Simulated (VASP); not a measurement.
Input of a VASP 6.6.1 run:

INCAR

```
SYSTEM = CsTaS2
  ALGO = Fast
  EDIFF = 1E-6
  EDIFFG = -0.02
  ENCUT = 600
  GGA = AM
  IBRION = 2
  ISIF = 3
  ISMEAR = -1
  LASPH = .TRUE.
  LCHARG = .FALSE.
  LREAL = .FALSE.
  LWAVE = .FALSE.
  NELM = 80
  NSW = 60
  PREC = Accurate
  SIGMA = 0.05
```

The input KPOINTS:

```
k-points
0
G
  7 7 3
  0 0 0
```

POSCAR

```
CsTaS2
1.0
    3.5423800000      0.0000000000      0.0000000000
   -1.7711900000      3.0677900000      0.0000000000
    0.0000000000      0.0000000000      8.2684800000
Cs Ta S
1 1 2
Direct
    0.0000000000      0.0000000000      0.5000000000
    0.3333300000      0.6666700000      0.0000000000
    0.6666700000      0.3333300000      0.1817700000
    0.6666700000      0.3333300000      0.8182300000
```

Potentials or basis: VASP PAW PBE potentials, release 64 (Cs_sv, Ta_pv, S).

Launch:

```console
$ cat potpaw_PBE.64/Cs_sv/POTCAR potpaw_PBE.64/Ta_pv/POTCAR potpaw_PBE.64/S/POTCAR > POTCAR
$ mpirun -np 1 vasp_std > vasp.out
```

Question: Predict the relaxed cell.

Answer: a = 3.491 Å, b = 3.491 Å, c = 8.193 Å, α = 90.00°, β = 90.00°, γ = 120.00°.

Question: Estimate the space group after relaxing (to 0.05 Å).

Answer: P-6m2 (No. 187).

Question: Estimate the relaxed volume.

Answer: 21.62 Å³/atom.

Final structure:
```yaml
crystal:
  lattice:
    - [3.49135, 0.00000, 0.00000]
    - [-1.74568, 3.02360, 0.00000]
    - [0.00000, 0.00000, 8.19279]
  atoms:
    - { symbol: Cs, position: [0.00000, 0.00000, 0.50000] }
    - { symbol: Ta, position: [0.33333, 0.66667, 0.00000] }
    - { symbol: S, position: [0.66667, 0.33333, 0.18188] }
    - { symbol: S, position: [0.66667, 0.33333, 0.81812] }
```

Caveat: the PAW data sets were made with another functional, which shifts forces and pressure a little.
